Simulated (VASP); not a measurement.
Data:

```
CELL_PARAMETERS angstrom
      0.00000     2.67877     2.67877
      2.67877     0.00000     2.67877
      2.67877     2.67877     0.00000
ATOMIC_POSITIONS crystal
  Si 0.25000 0.25000 0.25000
  Si 0.75000 0.75000 0.75000
  Ni 0.00000 0.00000 0.00000
```

Method: LDA (Ceperley-Alder, Perdew-Zunger) with spin-orbit coupling, VASP's LDA PAW potentials (set 64) (plane waves; VASP). Settings: 400 eV cut-off, 9×9×9 Γ-centred mesh, Gaussian smearing of 0.050 eV, potentials Si Ni.

### Question
Estimate the energy per atom (σ→0), band gap (over mesh and band path) with the smallest direct gap where there is one.

### Answer

```
Property                                                              Result
----------------------------------  ----------------------------------------
band gap (over mesh and band path)  none (metal, semimetal or under 0.01 eV)
energy per atom (σ→0)                                         -6.635 eV/atom
```

Only differences to runs with the same potentials and settings are physical.

The structure comes from a computed database's Si2Ni entry (Fm-3m); how it stands against other phases isn't given here. It was relaxed first.
